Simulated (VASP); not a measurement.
Method: LDA (Ceperley-Alder, Perdew-Zunger), VASP's LDA PAW potentials (set 64) (plane waves; VASP).

Input for VASP

**INCAR**
```
ALGO = Normal
EDIFF = 1E-6
EDIFFG = -0.02
ENCUT = 500
IBRION = 2
ISIF = 3
ISMEAR = 1
LASPH = .True.
LCHARG = .False.
LMAXMIX = 4
LREAL = .False.
LWAVE = .False.
NELM = 100
NSW = 40
PREC = Accurate
PSTRESS = 450
SIGMA = 0.1
SYSTEM = Rh
```

File POSCAR:
```
Rh
1.0
  0.0000000000   1.8122085796   1.8122085796
  1.8122085796   0.0000000000   1.8122085796
  1.8122085796   1.8122085796   0.0000000000
Rh
1
Cart
  1.8122085796   1.8122085796   3.6244171592
```

KPOINTS:
```
K-points
0
gamma
17 17 17
```

POTCAR, in this order: Rh_pv (LDA.64 set). Program: vasp_std.

Output of the run:

**OSZICAR**
```
       N       E                     dE             d eps       ncg     rms          rms(c)
DAV:   1     0.109644019779E+03    0.10964E+03   -0.91336E+03  3652   0.146E+03
DAV:   2    -0.764181115647E+01   -0.11729E+03   -0.11229E+03  3737   0.388E+02
DAV:   3    -0.902880564206E+01   -0.13870E+01   -0.13809E+01  4242   0.476E+01
DAV:   4    -0.903639744560E+01   -0.75918E-02   -0.75910E-02  3950   0.362E+00
DAV:   5    -0.903650682025E+01   -0.10937E-03   -0.10937E-03  4209   0.401E-01    0.154E+01
DAV:   6    -0.855659447750E+01    0.47991E+00   -0.93496E-01  3840   0.149E+01    0.609E+00
DAV:   7    -0.852149781002E+01    0.35097E-01   -0.41298E-02  4266   0.275E+00    0.236E+00
DAV:   8    -0.851577634862E+01    0.57215E-02   -0.66086E-03  3849   0.141E+00    0.309E-01
DAV:   9    -0.851557150131E+01    0.20485E-03   -0.18425E-04  4200   0.235E-01    0.586E-02
DAV:  10    -0.851557869967E+01   -0.71984E-05   -0.35551E-06  4160   0.269E-02    0.342E-03
DAV:  11    -0.851557865828E+01    0.41383E-07   -0.25988E-07  2316   0.787E-03
   1 F= -.51724240E+01 E0= -.51725521E+01  d E =-.517242E+01
```

File OUTCAR:
```
------------------------ aborting loop because EDIFF is reached ----------------------------------------
  FORCE on cell =-STRESS in cart. coord.  units (eV):
  Direction    XX          YY          ZZ          XY          YZ          ZX
  --------------------------------------------------------------------------------------
  Total        3.3291607      3.3291607      3.3291607      0.0000000      0.0000000      0.0000000
  in kB      448.1163552    448.1163552    448.1163552      0.0000000      0.0000000      0.0000000
  external PRESSURE =      -1.8836448 kB  Pullay stress =     450.0000000 kB
  volume of cell :       11.90
      direct lattice vectors                 reciprocal lattice vectors
     0.000000000  1.812208580  1.812208580    -0.275906430  0.275906430  0.275906430
     1.812208580  0.000000000  1.812208580     0.275906430 -0.275906430  0.275906430
     1.812208580  1.812208580  0.000000000     0.275906430  0.275906430 -0.275906430
 POSITION                                       TOTAL-FORCE (eV/Angst)
 -----------------------------------------------------------------------------------
      0.00000      0.00000      0.00000         0.000000     -0.000000      0.000000
 -----------------------------------------------------------------------------------
    total drift:                               -0.000000     -0.000000     -0.000000
  FREE ENERGIE OF THE ION-ELECTRON SYSTEM (eV)
  ---------------------------------------------------
  free  energy   TOTEN  =        -8.5155786583 eV

  energy  without entropy=       -8.5159629549  energy(sigma->0) =       -8.51570676
  enthalpy is  TOTEN    =        -5.1724239575 eV   P V=        3.3431547007

 reached required accuracy - stopping structural energy minimisation
```
(Selected blocks of OUTCAR.)

The compound is Rh in the fcc structure. It was relaxed first under an external pressure of 45 GPa.
